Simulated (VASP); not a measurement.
An input for Quantum ESPRESSO's pw.x (written as the equivalent of a VASP run, and not itself run):

```
&CONTROL
  calculation = 'scf'
  pseudo_dir = './pseudo'
  outdir = './out'
  tprnfor = .true.
  tstress = .true.
/
&SYSTEM
  ibrav = 0
  nat = 5
  ntyp = 3
  ecutwfc = 84
  occupations = 'tetrahedra'
  input_dft = 'pbe'
/
&ELECTRONS
  conv_thr = 7.3e-09
  electron_maxstep = 100
/
ATOMIC_SPECIES
  K 39.098 K.upf
  Ta 180.948 Ta.upf
  O 15.999 O.upf
CELL_PARAMETERS angstrom
     4.0288805    0.0000000    0.0000000
     0.0000000    4.0288805    0.0000000
     0.0000000    0.0000000    4.0288805
ATOMIC_POSITIONS crystal
  K    0.0000000  0.0000000  0.0000000
  Ta   0.5000000  0.5000000  0.5000000
  O    0.5000000  0.0000000  0.5000000
  O    0.0000000  0.5000000  0.5000000
  O    0.5000000  0.5000000  0.0000000
K_POINTS automatic
  6 6 6 0 0 0
```

**Question.** Write the VASP files for the same calculation (PBE).

**Answer.** This is not unique; one that fits is 
INCAR:
```
! general
SYSTEM   =  KTaO3
PREC     =  Accurate
ENCUT    =  520
LREAL    =  F
LASPH    =  T

! electronic loop
EDIFF    =  1E-7
NELM     =  100
ALGO     =  Normal
LMAXMIX  =  6

! smearing
ISMEAR   =  -5

! functional
GGA      =  PE

! ions
ISIF     =  2

! output
LWAVE    =  F
LCHARG   =  T
LORBIT   =  11
NEDOS    =  601

! other
LEFG     =  T
```

POSCAR:
```
KTaO3
1.0
  4.0288805204   0.0000000000   0.0000000000
  0.0000000000   4.0288805204   0.0000000000
  0.0000000000   0.0000000000   4.0288805204
K Ta O
1 1 3
Cartesian
  0.0000000000   0.0000000000   0.0000000000
  2.0144402602   2.0144402602   2.0144402602
  2.0144402602   0.0000000000   2.0144402602
  0.0000000000   2.0144402602   2.0144402602
  2.0144402602   2.0144402602   0.0000000000
```

KPOINTS:
```
Automatic mesh
0
Gamma
6 6 6
0 0 0
```

POTCAR, in this order: K_sv Ta_pv O (PBE.64 set). Program: vasp_std.

What does not carry over: the potentials are each code's own (VASP's PAW set, PseudoDojo norm-conserving files in pw.x), so ENCUT and ecutwfc are chosen apart and not converted; conv_thr bounds pw.x's estimated SCF error, while EDIFF bounds the energy change between steps; the field gradients of LEFG aren't asked of the other code.

The compound is KTaO3 in the cubic perovskite structure. It was relaxed first.
